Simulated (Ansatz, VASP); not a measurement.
# MoPt: VASP beside Ansatz

```
Mo Pt
1.0
     4.42990    0.00000    0.00000
     0.00000    2.70254    0.00000
     0.00000    0.00000    4.88569
Mo Pt
2 2
Direct
  0.25000 0.00000 0.16370
  0.75000 0.00000 0.83630
  0.25000 0.50000 0.66432
  0.75000 0.50000 0.33568
```

The cell comes from a database or a generator and needn't be the stable form of this composition.

Alike in both runs: task single point; functional LDA; k mesh 10 × 16 × 8; no spin polarisation.

```csv
,VASP,Ansatz
version,VASP 6.6.1,Ansatz 0.2.0
potentials or method,"VASP PAW LDA potentials, release 64 (Mo_sv, Pt)","scalar-relativistic, plane waves, PAW"
plane-wave cutoff (eV),520,420
occupations,"fermi-dirac, width 0.1 eV","fermi-dirac, width 0.15 eV"
valence electrons in the cell,48,64
```

|  | VASP | Ansatz | Ansatz less VASP |
| --- | --- | --- | --- |
| gap on the k mesh at the Fermi level (eV) | none | none | - |
| pressure (GPa) | 1.3 | 0.4 | -0.88 |
| largest component of the traceless stress (GPa) | 0.29 | 0.51 | +0.217 |
| rms of the force components (eV/Å) | 0.003 | 0.015 | +0.0126 |

Atom by atom the forces differ by 0.013 eV/Å (rms over components). A gap of «none» marks a metal or a gap that the smearing closes. The two sets of potentials don't hold the same shells in valence.

The runs have no spin-orbit coupling, so splittings on Pt are missing.
